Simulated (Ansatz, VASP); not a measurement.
## Cross-check of AgBi2 between VASP and Ansatz

Aim: how closely do two programs agree when they are given the same cell, functional and k mesh? The cell is generated by rule, not measured, and may not be a known phase. The cell is taken from a series of runs on this material, whose earlier steps may have relaxed, scaled, displaced or heated it; both programs get it as it stands.

Calculated with Ansatz 0.2.0; plane waves, with VASP 6.6.1 beside it; zone-centre phonons at PBEsol.

The structure was built from a prototype and need not be the compound's stable phase.

## Step 1: Starting point

It takes space group Fm-3m (No. 225, cubic). The conventional cell has a = 6.895 Å, b = 6.895 Å, c = 6.895 Å, α = 90.00°, β = 90.00°, γ = 90.00°. Nearest to Bi lie 4 Ag at 2.99 Å. Nearest to Ag lie 8 Bi at 2.99 Å. Farther neighbours are not listed.

As a file:

```cif
data_structure
_symmetry_space_group_name_H-M 'Fm-3m'
_symmetry_Int_Tables_number 225
_cell_length_a 6.8950
_cell_length_b 6.8950
_cell_length_c 6.8950
_cell_angle_alpha 90.000
_cell_angle_beta 90.000
_cell_angle_gamma 90.000
_cell_volume 327.80
loop_
_atom_site_label
_atom_site_type_symbol
_atom_site_symmetry_multiplicity
_atom_site_Wyckoff_symbol
_atom_site_fract_x
_atom_site_fract_y
_atom_site_fract_z
_atom_site_occupancy
Bi1 Bi 8 c 0.25000 0.75000 0.75000 1
Ag1 Ag 4 a 0.00000 0.00000 0.00000 1
```

## Step 2: VASP: zone-centre phonons, PBEsol

Second derivatives magnify differences that forces hide, and they need a tight electronic threshold.

Lines of VASP's logs that name or quote its potential files are left out, and so is its time.

File INCAR:

```
SYSTEM = AgBi2
PREC = Accurate
ENCUT = 500
EDIFF = 1E-08
NELM = 120
ISMEAR = 1
SIGMA = 0.15
LREAL = .FALSE.
ALGO = Normal
GGA = PS
NBANDS = 26
LASPH = .TRUE.
LORBIT = 11
LWAVE = .FALSE.
LCHARG = .FALSE.
ISIF = 2
IBRION = 8
GGA_COMPAT = .FALSE.
KPAR = 2
```

File POSCAR:

```
AgBi2
1.0
    0.0000000000      3.4475219132      3.4475219132
    3.4475219132      0.0000000000      3.4475219132
    3.4475219132      3.4475219132      0.0000000000
Bi Ag
2 1
Direct
    0.2500000000      0.2500000000      0.2500000000
    0.7500000000      0.7500000000      0.7500000000
    0.0000000000      0.0000000000      0.0000000000
```

File KPOINTS:

```
Automatic mesh
0
Gamma
10 10 10
0 0 0
```

PAW data sets: Bi_d and Ag (PBE family, release 64).

Run with:

```sh
$ mpirun -np 2 vasp_std
```

Numbers of over 12 decimals in the logs are rounded to 6 here.

The program printed:

```text
[banner, memory and clock lines left out]
running    2 mpi-ranks, on    1 nodes
 distrk:  each k-point on    1 cores,    2 groups
 distr:  one band on    1 cores,    1 groups

 POSCAR found type information on POSCAR BiAg
 POSCAR found :  2 types and       3 ions
|                                                                             |
|               ----> ADVICE to this user running VASP <----                  |
|                                                                             |
|     You enforced a specific xc type in the INCAR file but a different       |
|     [... a line on the potential file left out ...]
|     I HOPE YOU KNOW WHAT YOU ARE DOING!                                     |
|                                                                             |

 LDA part: xc-table for (Slater+PW92), standard interpolation
 POSCAR, INCAR and KPOINTS ok, starting setup
 FFT: planning ... GRIDC
 FFT: planning ... GRID_SOFT
 FFT: planning ... GRID
 WAVECAR not read
 entering main loop
       N       E                     dE             d eps       ncg     rms          rms(c)
DAV:   1     0.409800520058E+03    0.40980E+03   -0.20694E+04  2444   0.180E+03
DAV:   2     0.231927659997E+02   -0.38661E+03   -0.38008E+03  2454   0.476E+02
DAV:   3    -0.110672700493E+02   -0.34260E+02   -0.33936E+02  2934   0.158E+02
DAV:   4    -0.122193740075E+02   -0.11521E+01   -0.11496E+01  2868   0.301E+01
DAV:   5    -0.122683892929E+02   -0.49015E-01   -0.49012E-01  3260   0.573E+00    0.535E+00
DAV:   6    -0.118133424938E+02    0.45505E+00   -0.34336E+00  2576   0.136E+01    0.453E+00
DAV:   7    -0.117803653830E+02    0.32977E-01   -0.23751E-01  2586   0.403E+00    0.221E+00
DAV:   8    -0.117704775321E+02    0.98879E-02   -0.46608E-02  2708   0.199E+00    0.279E-01
DAV:   9    -0.117686515112E+02    0.18260E-02   -0.95947E-03  2682   0.875E-01    0.109E-01
DAV:  10    -0.117685838617E+02    0.67649E-04   -0.13522E-03  2778   0.373E-01    0.361E-02
DAV:  11    -0.117685793825E+02    0.44792E-05   -0.41652E-05  2870   0.617E-02    0.816E-03
DAV:  12    -0.117685808221E+02   -0.14396E-05   -0.35589E-06  3240   0.127E-02    0.321E-03
DAV:  13    -0.117685804701E+02    0.35198E-06   -0.16996E-06  2702   0.115E-02    0.251E-03
DAV:  14    -0.117685803774E+02    0.92712E-07   -0.21450E-07  2228   0.301E-03    0.521E-04
DAV:  15    -0.117685803676E+02    0.98316E-08   -0.83289E-09  1708   0.758E-04
   1 F= -.11768580E+02 E0= -.11767009E+02  d E =-.471419E-02
 Linear response reoptimize wavefunctions to high precision
DAV:   1    -0.117685803656E+02    0.19772E-08   -0.70490E-09  2288   0.673E-04
DAV:   2    -0.117685803657E+02   -0.83674E-10   -0.64834E-10  1378   0.220E-04
 Linear response DOF=           2
 Linear response progress:
  Degree of freedom:   1/  2
       N       E                     dE             d eps       ncg     rms          rms(c)
RMM:   1    -0.332314084608E+00   -0.33231E+00    0.23095E-01 11416   0.819E+00
RMM:   2    -0.339395178611E+00   -0.70811E-02   -0.18022E-02 15028   0.976E-01    0.445E-02
RMM:   3    -0.339470158889E+00   -0.74980E-04   -0.15132E-03 16982   0.278E-01    0.261E-02
RMM:   4    -0.339309493864E+00    0.16067E-03   -0.10152E-04 16683   0.779E-02    0.492E-03
RMM:   5    -0.339314707651E+00   -0.52138E-05   -0.11752E-05 17044   0.266E-02    0.235E-03
RMM:   6    -0.339321339479E+00   -0.66318E-05   -0.30393E-06 16627   0.116E-02    0.733E-04
RMM:   7    -0.339319857118E+00    0.14824E-05   -0.42656E-07 16821   0.398E-03    0.386E-04
RMM:   8    -0.339315222581E+00    0.46345E-05   -0.11959E-07 16744   0.175E-03    0.593E-05
RMM:   9    -0.339315017744E+00    0.20484E-06   -0.19143E-07 17148   0.880E-04    0.302E-05
RMM:  10    -0.339314745893E+00    0.27185E-06   -0.10687E-07 17098   0.524E-04    0.164E-05
RMM:  11    -0.339314457329E+00    0.28856E-06   -0.25502E-08 16708   0.361E-04    0.714E-06
RMM:  12    -0.339314516892E+00   -0.59563E-07   -0.24931E-08 17817   0.270E-04    0.284E-06
RMM:  13    -0.339314498974E+00    0.17918E-07   -0.48970E-09 17635   0.221E-04    0.118E-06
RMM:  14    -0.339314459243E+00    0.39731E-07   -0.22920E-08 17952   0.199E-04    0.611E-07
RMM:  15    -0.339314455688E+00    0.35547E-08   -0.43834E-08 16405   0.188E-04    0.373E-07
 first order change of Fermi-energy   0.23698E-04
 force on displaced ion       1 direction 1 :  -3.301  -0.000  -0.000
 Linear response progress:
  Degree of freedom:   2/  2
       N       E                     dE             d eps       ncg     rms          rms(c)
RMM:   1    -0.304152749086E+00   -0.30415E+00   -0.22585E-01  8849   0.237E+00
RMM:   2    -0.301673762861E+00    0.24790E-02   -0.16599E-02  8350   0.617E-01    0.712E-02
RMM:   3    -0.301463326085E+00    0.21044E-03   -0.61203E-04  9515   0.129E-01    0.431E-02
RMM:   4    -0.301454554630E+00    0.87715E-05   -0.29661E-04  9055   0.761E-02    0.926E-03
RMM:   5    -0.301459354058E+00   -0.47994E-05   -0.22250E-05  9269   0.262E-02    0.473E-03
RMM:   6    -0.301439996113E+00    0.19358E-04   -0.12458E-06  9576   0.710E-03    0.214E-03
RMM:   7    -0.301423088093E+00    0.16908E-04   -0.60468E-07  8743   0.375E-03    0.308E-04
RMM:   8    -0.301418771254E+00    0.43168E-05   -0.74946E-08 10037   0.144E-03    0.114E-04
RMM:   9    -0.301418323777E+00    0.44748E-06    0.73068E-08 11036   0.498E-04    0.432E-05
RMM:  10    -0.301418636984E+00   -0.31321E-06   -0.24029E-08 10344   0.173E-04    0.160E-05
RMM:  11    -0.301418798280E+00   -0.16130E-06   -0.22933E-08 10572   0.113E-04    0.426E-06
RMM:  12    -0.301418786123E+00    0.12157E-07   -0.30347E-08 10695   0.931E-05    0.191E-06
RMM:  13    -0.301418774561E+00    0.11561E-07   -0.30078E-08  9245   0.869E-05    0.467E-07
RMM:  14    -0.301418772919E+00    0.16418E-08   -0.20230E-08  7460   0.835E-05    0.290E-07
 first order change of Fermi-energy  -0.10708E-03
 force on displaced ion       3 direction 1 :  -3.820   0.000   0.000
 Linear response finished
```

From OUTCAR (step 2):

```text
ion  position               nearest neighbor table
   1  0.250  0.250  0.250-   3 2.99   3 2.99   3 2.99   3 2.99   2 3.45   2 3.45   2 3.45   2 3.45
                             2 3.45   2 3.45
   2  0.750  0.750  0.750-   3 2.99   3 2.99   3 2.99   3 2.99   1 3.45   1 3.45   1 3.45   1 3.45
                             1 3.45   1 3.45
   3  0.000  0.000  0.000-   2 2.99   2 2.99   2 2.99   1 2.99   2 2.99   1 2.99   1 2.99   1 2.99

  LATTYP: Found a face centered cubic cell.
 ALAT       =     6.8950438264

 Subroutine GETGRP returns: Found 48 space group operations
 (whereof 48 operations were pure point group operations)

The static configuration has the point symmetry O_h .

 Found     47 irreducible k-points:

   k-points           NKPTS =     47   k-points in BZ     NKDIM =     47   number of bands    NBANDS=     26

   dimension x,y,z NGX =    36 NGY =   36 NGZ =   36
   dimension x,y,z NGXF=    72 NGYF=   72 NGZF=   72

   ENCUT  =  500.0 eV  36.75 Ry    6.06 a.u.   8.89  8.89  8.89*2*pi/ulx,y,z

   NELECT =      41.0000    total number of electrons

 k-points in reciprocal lattice and weights: Automatic mesh
   0.00000000  0.00000000  0.00000000       0.001
   0.10000000  0.00000000  0.00000000       0.008
   0.20000000  0.00000000  0.00000000       0.008
   0.30000000  0.00000000  0.00000000       0.008
   0.40000000  0.00000000  0.00000000       0.008
   0.50000000  0.00000000  0.00000000       0.004
   0.10000000  0.10000000  0.00000000       0.006
   0.20000000  0.10000000  0.00000000       0.024
   0.30000000  0.10000000  0.00000000       0.024
[...]
-0.30000000  0.40000000  0.20000000       0.024
  -0.30000000  0.50000000  0.20000000       0.012

 average (electrostatic) potential at core
       1-103.1632       2-103.1632       3 -72.1215

  Total        1.0557708      1.0557708      1.0557708      0.0000000     -0.0000000      0.0000000
  in kB       20.6409243     20.6409243     20.6409243      0.0000000     -0.0000000      0.0000000
  external PRESSURE =      20.6409243 kB  Pullay stress =       0.0000000 kB

  energy-cutoff  :      500.00
  volume of cell :       81.95
      direct lattice vectors                 reciprocal lattice vectors
     0.000000000  3.447521913  3.447521913    -0.145031710  0.145031710  0.145031710
     3.447521913  0.000000000  3.447521913     0.145031710 -0.145031710  0.145031710
     3.447521913  3.447521913  0.000000000     0.145031710  0.145031710 -0.145031710

 POSITION                                       TOTAL-FORCE (eV/Angst)
 -----------------------------------------------------------------------------------
      1.72376      1.72376      1.72376         0.000000     -0.000000     -0.000000
      5.17128      5.17128      5.17128        -0.000000      0.000000      0.000000
      0.00000      0.00000      0.00000        -0.000000      0.000000     -0.000000
 -----------------------------------------------------------------------------------
    total drift:                                0.000000      0.000000      0.000000

 Eigenvectors and eigenvalues of the dynamical matrix
 ----------------------------------------------------

   1 f  =    3.297658 THz    20.719794 2PiTHz  109.998018 cm-1    13.638010 meV
             X         Y         Z           dx          dy          dz
      1.723761  1.723761  1.723761     0.314861    0.053590   -0.000000
      5.171283  5.171283  5.171283     0.314861    0.053590    0.000000
      0.000000  0.000000  0.000000    -0.879529   -0.149699    0.000000

   2 f  =    3.297658 THz    20.719794 2PiTHz  109.998018 cm-1    13.638010 meV
             X         Y         Z           dx          dy          dz
      1.723761  1.723761  1.723761     0.000000   -0.000000   -0.319389
      5.171283  5.171283  5.171283     0.000000   -0.000000   -0.319389
      0.000000  0.000000  0.000000     0.000000    0.000000    0.892178

   3 f  =    3.297658 THz    20.719794 2PiTHz  109.998018 cm-1    13.638010 meV
             X         Y         Z           dx          dy          dz
      1.723761  1.723761  1.723761     0.053590   -0.314861   -0.000000
      5.171283  5.171283  5.171283     0.053590   -0.314861    0.000000
      0.000000  0.000000  0.000000    -0.149699    0.879529   -0.000000

   4 f  =    2.345827 THz    14.739269 2PiTHz   78.248382 cm-1     9.701559 meV
             X         Y         Z           dx          dy          dz
      1.723761  1.723761  1.723761    -0.323111   -0.368627    0.509621
      5.171283  5.171283  5.171283     0.323111    0.368627   -0.509621
      0.000000  0.000000  0.000000    -0.000000    0.000000   -0.000000

   5 f  =    2.345827 THz    14.739269 2PiTHz   78.248382 cm-1     9.701559 meV
             X         Y         Z           dx          dy          dz
      1.723761  1.723761  1.723761     0.560852   -0.428183    0.045873
      5.171283  5.171283  5.171283    -0.560852    0.428183   -0.045873
      0.000000  0.000000  0.000000    -0.000000    0.000000    0.000000

   6 f  =    2.345827 THz    14.739269 2PiTHz   78.248382 cm-1     9.701559 meV
             X         Y         Z           dx          dy          dz
      1.723761  1.723761  1.723761    -0.284682   -0.425175   -0.488039
      5.171283  5.171283  5.171283     0.284682    0.425175    0.488039
      0.000000  0.000000  0.000000    -0.000000   -0.000000    0.000000

   7 f/i=    0.004580 THz     0.028778 2PiTHz    0.152779 cm-1     0.018942 meV
             X         Y         Z           dx          dy          dz
      1.723761  1.723761  1.723761    -0.624025   -0.090575   -0.019473
      5.171283  5.171283  5.171283    -0.624025   -0.090575   -0.019473
      0.000000  0.000000  0.000000    -0.446787   -0.064850   -0.013942

   8 f/i=    0.004580 THz     0.028778 2PiTHz    0.152779 cm-1     0.018942 meV
             X         Y         Z           dx          dy          dz
      1.723761  1.723761  1.723761    -0.008434    0.187594   -0.602269
      5.171283  5.171283  5.171283    -0.008434    0.187594   -0.602269
      0.000000  0.000000  0.000000    -0.006039    0.134313   -0.431210

   9 f/i=    0.004580 THz     0.028778 2PiTHz    0.152779 cm-1     0.018942 meV
             X         Y         Z           dx          dy          dz
      1.723761  1.723761  1.723761     0.092260   -0.595479   -0.186771
      5.171283  5.171283  5.171283     0.092260   -0.595479   -0.186771
      0.000000  0.000000  0.000000     0.066056   -0.426349   -0.133724

 ELASTIC MODULI CONTR FROM IONIC RELAXATION (kBar)
 Direction    XX          YY          ZZ          XY          YZ          ZX
 --------------------------------------------------------------------------------
 XX          -0.0000     -0.0000     -0.0000      0.0000      0.0000     -0.0000
 YY          -0.0000     -0.0000     -0.0000      0.0000      0.0000     -0.0000
 ZZ          -0.0000     -0.0000     -0.0000      0.0000      0.0000     -0.0000
 XY           0.0000      0.0000      0.0000    -77.2425      0.0000      0.0000
 YZ           0.0000      0.0000      0.0000      0.0000    -77.2425      0.0000
 ZX          -0.0000     -0.0000     -0.0000      0.0000      0.0000    -77.2425
 --------------------------------------------------------------------------------
```

(Continued in part 2 of 2.)

[Lines on the potential files, build, host, timing and source positions are cut from VASP's logs without a mark.]

[Logs are printed without paths, hosts, clocks, repeated set-up lines and the standing remarks that a program may print on its own settings, such as how far it seeks lower states.]

[Hosts, paths, dates, database ids (printed as entryN), source tags and the programs' standing remarks are cut or masked in the printed files.]
